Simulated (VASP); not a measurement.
Given:

```
Eu
1.0
   -2.16407     2.16407     2.16407
    2.16407    -2.16407     2.16407
    2.16407     2.16407    -2.16407
Eu
1
Direct
  0.00000   0.00000   0.00000
```

Level of theory: optB88-vdW, VASP's PBE PAW potentials (set 64) (plane waves; VASP). Settings: 520 eV cut-off, Gaussian smearing of 0.050 eV, potentials Eu_2.

The 4f electrons are frozen in the core of the lanthanide potential, so 4f levels, which can set the real gap, and their magnetism are missing.

Task: Give the energies of bands 4 to 7 at the high-symmetry points, in eV from the Fermi level.

Result: 
```tsv
band	Γ	H	N	P
4	-3.87	-0.63	-1.19	0.74
5	2.60	-0.63	1.08	0.74
6	2.60	5.81	1.57	0.74
7	2.60	5.81	4.34	4.80
```

It has no gap at this level: it comes out as a metal or semimetal.

The compound is Eu in the bcc structure. It was relaxed first, which changed the volume by -16 %.
